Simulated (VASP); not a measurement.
Ge:

```
Ge
1.0
     0.00000    2.82891    2.82891
     2.82891    0.00000    2.82891
     2.82891    2.82891    0.00000
Ge
2
Direct
  0.50000 0.50000 0.50000
  0.75000 0.75000 0.75000
```

```yaml
Program: VASP 6.6.1
Task: relaxation of cell and atoms
Functional: PBE
Potentials_or_basis: VASP PAW PBE potentials, release 64 (Ge_d)
Cutoff: 520 eV
k_mesh: 13 × 13 × 13
Occupations: gaussian, width 0.1 eV
Spin: no spin polarisation
```

At the start: pressure 3.5 GPa; volume 22.64 Å³/atom.

Problem. How do energy, volume and symmetry change on relaxing?

Solution. Over 5 steps the energy falls by 13.0 meV/atom and the volume is 23.81 Å³/atom (+5.2 %); space group Fd-3m (No. 227, to 0.05 Å).

Step by step:
```
step  energy change (eV)  largest force (eV/Å)  pressure (GPa)  volume (Å³)
   1              0.0000                0.0000            3.54        45.28
   2             -0.0230                0.0000           -1.19        48.64
   3             -0.0261                0.0000           -0.27        47.73
   4             -0.0260                0.0000            0.24        47.54
   5             -0.0261                0.0000            0.01        47.63
```

Final structure:
```yaml
crystal:
  lattice:
    - [0.00000, 2.87701, 2.87701]
    - [2.87701, 0.00000, 2.87701]
    - [2.87701, 2.87701, 0.00000]
  atoms:
    - { symbol: Ge, position: [0.50000, 0.50000, 0.50000] }
    - { symbol: Ge, position: [0.75000, 0.75000, 0.75000] }
```
